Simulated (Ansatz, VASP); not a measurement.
# Two plane-wave programs on MgCdSe2

File INCAR:

```
ALGO     = Normal         # electronic algorithm
EDIFF    = 1E-6           # SCF threshold, eV
ENCUT    = 520            # plane-wave cutoff, eV
GGA      = PE             # functional
ISIF     = 2              # what is computed and relaxed
ISMEAR   = 0              # smearing method
LASPH    = T              # aspherical terms in the spheres
LCHARG   = T              # write CHGCAR
LELF     = T              # ELF
LREAL    = F              # projectors in reciprocal space
LVHAR    = T            
LWAVE    = F              # write WAVECAR
NBANDS   = 21             # bands
NELM     = 60             # most SCF steps
PREC     = Accurate       # precision mode
SIGMA    = 0.01           # smearing width, eV
```

File KPOINTS:

```
k-points
0
Gamma
  6 6 6
```

POSCAR

```
MgCdSe2
1.0
    1.9756470079      1.1406403318      6.4511070703
   -1.9756470079      1.1406403318      6.4511070703
    0.0000000000     -2.2812806636      6.4511070703
Mg Cd Se
1 1 2
Direct
    1.0000000000      0.0000000000      0.0000000000
    0.5000000000      0.5000000000      0.5000000000
    0.2533357354      0.2533357354      0.2533357354
    0.7466642646      0.7466642646      0.7466642646
```

Input for Ansatz:

```yaml
crystal:
  lattice:
    - [1.9756470079, 1.1406403318, 6.4511070703]
    - [-1.9756470079, 1.1406403318, 6.4511070703]
    - [0.0, -2.2812806636, 6.4511070703]
  atoms:
    - { symbol: Mg, position: [1.0, 0.0, 0.0] }
    - { symbol: Cd, position: [0.5, 0.5, 0.5] }
    - { symbol: Se, position: [0.2533357354, 0.2533357354, 0.2533357354] }
    - { symbol: Se, position: [0.7466642646, 0.7466642646, 0.7466642646] }
kpoints:
  mp_grid: { grid: [6, 6, 6] }
hamiltonian:
  xc: pbe
scf:
  occupations: { method: fixed }
  n_extra_bands: 5
output:
  forces: true
  stress: true
  eigenvalues: true
```

The cell was built by a generator and needn't be a form met in nature.

Alike in both runs: task single point; functional PBE; k mesh 6 × 6 × 6; no spin polarisation.

|  | VASP | Ansatz |
| --- | --- | --- |
| version | VASP 6.6.1 | Ansatz 0.2.0 |
| potentials or method | VASP PAW PBE potentials, release 64 (Mg, Cd, Se) | plane waves, PAW |
| plane-wave cutoff (eV) | 520 | 420 |
| occupations | gaussian, width 0.01 eV | fixed |
| valence electrons in the cell | 26 | 62 |

Ansatz gave:

* gap on the k mesh at the Fermi level (eV): 0.62
* pressure (GPa): 1.5
* largest component of the traceless stress (GPa): 0.08
* rms of the force components (eV/Å): 0.020

Which values does VASP return?

gap on the k mesh at the Fermi level (eV): 0.60; pressure (GPa): 1.7; largest component of the traceless stress (GPa): 0.07; rms of the force components (eV/Å): 0.036.

Atom by atom the forces differ by 0.017 eV/Å (rms over components). The two sets of potentials don't hold the same shells in valence.

A k mesh can miss the band edges. A hybrid or GW would open this gap; PBE tends to underestimate it.
